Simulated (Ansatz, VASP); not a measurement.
# Sb2O3 (Senarmontite) in two plane-wave programs, part 2 of 3

Aim: how closely do two programs agree when they are given the same cell, functional and k mesh? The cell is taken from a series of runs on this material, whose earlier steps may have relaxed, scaled, displaced or heated it; both programs get it as it stands.

VASP 6.6.1 and Ansatz 0.2.0.

So far: The starting structure; VASP: zone-centre phonons, PBEsol.

### 2. VASP: zone-centre phonons, PBEsol (continued)

Level of this step: PBEsol; plane waves and PAW (Sb, O) (VASP).

OUTCAR, selected parts (step 2):

```text
ion  position               nearest neighbor table
   1  0.884  0.884  0.884-  11 2.00  15 2.00  20 2.00  16 2.87  17 2.87  12 2.87   3 3.65   5 3.65
                             7 3.65
   2  0.901  0.366  0.366-  12 2.00  16 2.00  19 2.00   9 2.87  15 2.87  20 2.87   4 3.65   6 3.65
                             8 3.65
   3  0.884  0.884  0.349-   9 2.00  13 2.00  20 2.00  16 2.87  19 2.87  10 2.87   1 3.65   5 3.65
                             7 3.65
   4  0.366  0.901  0.366-  16 2.00  17 2.00  10 2.00  13 2.87  11 2.87  20 2.87   2 3.65   6 3.65
                             8 3.65
   5  0.349  0.884  0.884-  13 2.00  18 2.00  11 2.00  17 2.87  10 2.87  14 2.87   1 3.65   3 3.65
                             7 3.65
   6  0.366  0.366  0.366-  10 2.00  14 2.00  19 2.00   9 2.87  18 2.87  13 2.87   2 3.65   4 3.65
                             8 3.65
   7  0.884  0.349  0.884-   9 2.00  18 2.00  15 2.00  12 2.87  14 2.87  19 2.87   1 3.65   3 3.65
                             5 3.65
   8  0.366  0.366  0.901-  12 2.00  17 2.00  14 2.00  18 2.87  11 2.87  15 2.87   2 3.65   4 3.65
                             6 3.65
   9  0.810  0.190  0.190-   3 2.00   7 2.00   2 2.87   6 2.87
  10  0.440  0.060  0.440-   6 2.00   4 2.00   5 2.87   3 2.87
  11  0.190  0.810  0.810-   1 2.00   5 2.00   4 2.87   8 2.87
  12  0.060  0.440  0.060-   2 2.00   8 2.00   7 2.87   1 2.87
  13  0.190  0.810  0.190-   3 2.00   5 2.00   4 2.87   6 2.87
  14  0.440  0.440  0.060-   6 2.00   8 2.00   7 2.87   5 2.87
  15  0.810  0.190  0.810-   1 2.00   7 2.00   2 2.87   8 2.87
  16  0.060  0.060  0.440-   2 2.00   4 2.00   3 2.87   1 2.87
  17  0.440  0.060  0.060-   4 2.00   8 2.00   5 2.87   1 2.87
  18  0.190  0.190  0.810-   5 2.00   7 2.00   8 2.87   6 2.87
  19  0.060  0.440  0.440-   6 2.00   2 2.00   3 2.87   7 2.87
  20  0.810  0.810  0.190-   1 2.00   3 2.00   2 2.87   4 2.87

  LATTYP: Found a face centered cubic cell.
 ALAT       =    11.1000000000

 Subroutine GETGRP returns: Found 48 space group operations
 (whereof 24 operations were pure point group operations)

The static configuration has the point symmetry T_d .
 The point group associated with its full space group is O_h .

 Found      8 irreducible k-points:

   k-points           NKPTS =      8   k-points in BZ     NKDIM =      8   number of bands    NBANDS=     76

   dimension x,y,z NGX =    64 NGY =   64 NGZ =   64
   dimension x,y,z NGXF=   128 NGYF=  128 NGZF=  128

   ENCUT  =  600.0 eV  44.10 Ry    6.64 a.u.  15.68 15.68 15.68*2*pi/ulx,y,z

   NELECT =     112.0000    total number of electrons

 k-points in reciprocal lattice and weights: Automatic mesh
   0.00000000  0.00000000  0.00000000       0.016
   0.25000000  0.00000000  0.00000000       0.125
   0.50000000  0.00000000  0.00000000       0.063
   0.25000000  0.25000000  0.00000000       0.094
   0.50000000  0.25000000  0.00000000       0.375
  -0.25000000  0.25000000  0.00000000       0.188
   0.50000000  0.50000000  0.00000000       0.047
  -0.25000000  0.50000000  0.25000000       0.094

 average (electrostatic) potential at core
       1 -87.5280       2 -87.5280       3 -87.5280       4 -87.5280       5 -87.5280
       6 -87.5280       7 -87.5280       8 -87.5280       9 -69.8754      10 -69.8754
      11 -69.8754      12 -69.8754      13 -69.8754      14 -69.8754      15 -69.8754
      16 -69.8754      17 -69.8754      18 -69.8754      19 -69.8754      20 -69.8754

   2 f  =   21.019143 THz   132.067173 2PiTHz  701.123158 cm-1    86.928154 meV
             X         Y         Z           dx          dy          dz
      9.809222  9.809222  9.809222     0.020407    0.020407    0.082994
      4.065778  7.034222  7.034222    -0.020407    0.020407    0.082994
      6.840778  6.840778  9.809222    -0.020407   -0.020407    0.082994
      7.034222  4.065778  7.034222     0.020407   -0.020407    0.082994
      9.809222  6.840778  6.840778    -0.020407    0.020407    0.082994
      4.065778  4.065778  4.065778     0.020407    0.020407    0.082994
      6.840778  9.809222  6.840778     0.020407   -0.020407    0.082994
      7.034222  7.034222  4.065778    -0.020407   -0.020407    0.082994
      2.108324  5.550000  5.550000    -0.000000    0.261850   -0.220380
      2.775000  4.883324  2.775000    -0.261850    0.000000   -0.220380
      8.991676  5.550000  5.550000    -0.000000   -0.261850   -0.220380
      2.775000  0.666676  2.775000     0.261850    0.000000   -0.220380
      5.550000  2.108324  5.550000     0.261850    0.000000   -0.220380
      2.775000  2.775000  4.883324     0.000000    0.000000   -0.017120
      5.550000  8.991676  5.550000    -0.261850    0.000000   -0.220380
      2.775000  2.775000  0.666676    -0.000000    0.000000   -0.017120
      0.666676  2.775000  2.775000     0.000000    0.261850   -0.220380
      5.550000  5.550000  2.108324    -0.000000    0.000000   -0.017120
      4.883324  2.775000  2.775000    -0.000000   -0.261850   -0.220380
      5.550000  5.550000  8.991676     0.000000    0.000000   -0.017120

   3 f  =   21.019143 THz   132.067173 2PiTHz  701.123158 cm-1    86.928154 meV
             X         Y         Z           dx          dy          dz
      9.809222  9.809222  9.809222    -0.006714    0.072374    0.012958
      4.065778  7.034222  7.034222    -0.045459    0.085202    0.025787
      6.840778  6.840778  9.809222    -0.006714    0.072374   -0.012958
      7.034222  4.065778  7.034222    -0.045459    0.085202   -0.025787
      9.809222  6.840778  6.840778    -0.045459    0.085202    0.025787
      4.065778  4.065778  4.065778    -0.006714    0.072374    0.012958
      6.840778  9.809222  6.840778    -0.045459    0.085202   -0.025787
      7.034222  7.034222  4.065778    -0.006714    0.072374   -0.012958
      2.108324  5.550000  5.550000     0.005381   -0.209211    0.248579
      2.775000  4.883324  2.775000     0.069269   -0.016253    0.082304
      8.991676  5.550000  5.550000     0.005381   -0.209211   -0.248579
      2.775000  0.666676  2.775000     0.069269   -0.016253   -0.082304
      5.550000  2.108324  5.550000     0.069269   -0.016253   -0.082304
      2.775000  2.775000  4.883324    -0.179310   -0.126907    0.000000
      5.550000  8.991676  5.550000     0.069269   -0.016253    0.082304
      2.775000  2.775000  0.666676     0.317848   -0.291514   -0.000000
      0.666676  2.775000  2.775000     0.005381   -0.209211    0.248579
      5.550000  5.550000  2.108324     0.317848   -0.291514    0.000000
      4.883324  2.775000  2.775000     0.005381   -0.209211   -0.248579
      5.550000  5.550000  8.991676    -0.179310   -0.126907   -0.000000

   4 f  =   20.816601 THz   130.794563 2PiTHz  694.367078 cm-1    86.090507 meV
             X         Y         Z           dx          dy          dz
      9.809222  9.809222  9.809222    -0.063218   -0.078287   -0.035522
      4.065778  7.034222  7.034222     0.020098    0.050362    0.007597
      6.840778  6.840778  9.809222    -0.063218   -0.078287    0.035522
      7.034222  4.065778  7.034222     0.020098    0.050362   -0.007597
      9.809222  6.840778  6.840778    -0.020098   -0.050362   -0.007597
      4.065778  4.065778  4.065778     0.063218    0.078287    0.035522
      6.840778  9.809222  6.840778    -0.020098   -0.050362    0.007597
      7.034222  7.034222  4.065778     0.063218    0.078287   -0.035522
      2.108324  5.550000  5.550000    -0.022182    0.219657   -0.184827
      2.775000  4.883324  2.775000    -0.142255    0.034252   -0.119699
      8.991676  5.550000  5.550000    -0.022182    0.219657    0.184827
      2.775000  0.666676  2.775000    -0.142255    0.034252    0.119699
      5.550000  2.108324  5.550000     0.142255   -0.034252   -0.119699
      2.775000  2.775000  4.883324    -0.327083   -0.339356   -0.000000
      5.550000  8.991676  5.550000     0.142255   -0.034252    0.119699
      2.775000  2.775000  0.666676     0.042572   -0.099958    0.000000
      0.666676  2.775000  2.775000     0.022182   -0.219657    0.184827
      5.550000  5.550000  2.108324    -0.042572    0.099958   -0.000000
      4.883324  2.775000  2.775000     0.022182   -0.219657   -0.184827
      5.550000  5.550000  8.991676     0.327083    0.339356   -0.000000

   5 f  =   20.816601 THz   130.794563 2PiTHz  694.367078 cm-1    86.090507 meV
             X         Y         Z           dx          dy          dz
      9.809222  9.809222  9.809222    -0.025686   -0.025686   -0.076636
      4.065778  7.034222  7.034222    -0.025686    0.025686    0.076636
      6.840778  6.840778  9.809222     0.025686    0.025686   -0.076636
      7.034222  4.065778  7.034222     0.025686   -0.025686    0.076636
      9.809222  6.840778  6.840778     0.025686   -0.025686   -0.076636
      4.065778  4.065778  4.065778     0.025686    0.025686    0.076636
      6.840778  9.809222  6.840778    -0.025686    0.025686   -0.076636
      7.034222  7.034222  4.065778    -0.025686   -0.025686    0.076636
      2.108324  5.550000  5.550000    -0.000000   -0.220202    0.261698
      2.775000  4.883324  2.775000    -0.220202   -0.000000   -0.261698
      8.991676  5.550000  5.550000     0.000000    0.220202    0.261698
      2.775000  0.666676  2.775000     0.220202   -0.000000   -0.261698
      5.550000  2.108324  5.550000    -0.220202   -0.000000    0.261698
      2.775000  2.775000  4.883324    -0.000000   -0.000000    0.040807
      5.550000  8.991676  5.550000     0.220202    0.000000    0.261698
      2.775000  2.775000  0.666676     0.000000   -0.000000    0.040807
      0.666676  2.775000  2.775000    -0.000000    0.220202   -0.261698
      5.550000  5.550000  2.108324     0.000000   -0.000000   -0.040807
      4.883324  2.775000  2.775000     0.000000   -0.220202   -0.261698
      5.550000  5.550000  8.991676    -0.000000   -0.000000   -0.040807

   6 f  =   20.816601 THz   130.794563 2PiTHz  694.367078 cm-1    86.090507 meV
    [... 1261 further lines ...]
      4.883324  2.775000  2.775000     0.095175    0.068430    0.000358
      5.550000  5.550000  8.991676     0.095123    0.068353    0.000413

 ELASTIC MODULI CONTR FROM IONIC RELAXATION (kBar)
 Direction    XX          YY          ZZ          XY          YZ          ZX
 --------------------------------------------------------------------------------
 XX       -1317.9303   -870.3731   -870.3731     -0.0000      0.0000      0.0000
 YY        -870.3731  -1317.9303   -870.3731     -0.0000      0.0000      0.0000
 ZZ        -870.3731   -870.3731  -1317.9303      0.0000      0.0000      0.0000
 XY           0.0000      0.0000      0.0000   -784.5853     -0.0000      0.0000
 YZ           0.0000      0.0000      0.0000     -0.0000   -784.5853      0.0000
 ZX           0.0000      0.0000      0.0000     -0.0000     -0.0000   -784.5853
 --------------------------------------------------------------------------------
```

Energies printed during the response cycles are not total energies of the cell.

(Part 2 of 3 ends here.)

[Lines on the potential files, build, host, timing and source positions are cut from VASP's logs without a mark.]

[Logs are printed without paths, hosts, clocks, repeated set-up lines and the standing remarks that a program may print on its own settings, such as how far it seeks lower states.]

[Hosts, paths, dates, database ids (printed as entryN), source tags and the programs' standing remarks are cut or masked in the printed files.]
